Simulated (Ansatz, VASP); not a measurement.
## TaO5 in VASP and in Ansatz

```
CELL_PARAMETERS angstrom
0.00000 2.90707 2.90707
2.90707 0.00000 2.90707
2.90707 2.90707 0.00000
ATOMIC_POSITIONS crystal
Ta 0.50000 0.50000 0.50000
O 0.12650 0.12650 0.62051
O 0.12650 0.62051 0.12650
O 0.75000 0.75000 0.75000
O 0.12650 0.12650 0.12650
O 0.62051 0.12650 0.12650
```

Change from the starting cell: species swapped into the HfNi5 type (F-43m, No. 216).

Alike in both runs: functional PBE; k mesh 12 × 12 × 12; occupations gaussian, width 0.1 eV; no spin polarisation.

Ansatz relaxed the structure, and its values are those at the end. VASP's run is a single point on that final structure, the one shown.

|  | VASP | Ansatz |
| --- | --- | --- |
| version | VASP 6.6.1 | Ansatz 0.2.0 |
| potentials or method | VASP PAW PBE potentials, release 64 (Ta_pv, O) | scalar-relativistic, plane waves, PAW |
| plane-wave cutoff (eV) | 520 | 420 |
| valence electrons in the cell | 41 | 43 |

```tsv
	VASP	Ansatz	Ansatz less VASP
gap on the k mesh at the Fermi level (eV)	none	none	-
pressure (GPa)	0.1	0.0	-0.08
rms of the force components (eV/Å)	0.008	0.000	-0.0080
```

A gap of «none» marks a metal or a gap that the smearing closes. The functional is the same, so the differences come from potentials, cutoffs and numerics. The two sets of potentials don't hold the same shells in valence.

Caveats: an odd number of electrons without spin polarisation forces a metal; a magnetic or distorted state may lie lower. Spin-orbit coupling is left out, which matters for the levels of Ta.
